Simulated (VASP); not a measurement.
Method: PBE GGA, VASP's PBE PAW potentials (set 64) (plane waves; VASP).

VASP input:

**POSCAR**
```
CdS
1
    0.0000000000     2.9683661229     2.9683661229
    2.9683661229     0.0000000000     2.9683661229
    2.9683661229     2.9683661229     0.0000000000
Cd S
1 1
Direct
  0.0000000000   0.0000000000   0.0000000000
  0.2500000000   0.2500000000   0.2500000000
```

### KPOINTS
```
Automatic mesh
0
Gamma
7 7 7
0 0 0
```

### INCAR
```
SYSTEM  =  CdS
PREC  =  Accurate; ENCUT  =  520; LREAL  =  .FALSE.
LASPH  =  .TRUE.
EDIFF  =  1E-6; NELM  =  100; ALGO  =  Normal
LMAXMIX  =  4
ISMEAR  =  0; SIGMA  =  0.05
GGA  =  PE
LWAVE  =  .FALSE.; LCHARG  =  .TRUE.
```

POTCAR, in this order: Cd S (PBE.64 set). Program: vasp_std.

What will the output report for the number of irreducible k-points (NKPTS), largest plane-wave count, number of space-group operations, FFT grid (NGX, NGY, NGZ)?

- number of irreducible k-points (NKPTS) = 20
- largest plane-wave count = 1420
- number of space-group operations = 24
- FFT grid (NGX, NGY, NGZ) = 32 × 32 × 32

The compound is CdS in the zinc blende structure, a metastable form; wurtzite is the usual one. It was relaxed first, which changed the volume by +6 %.
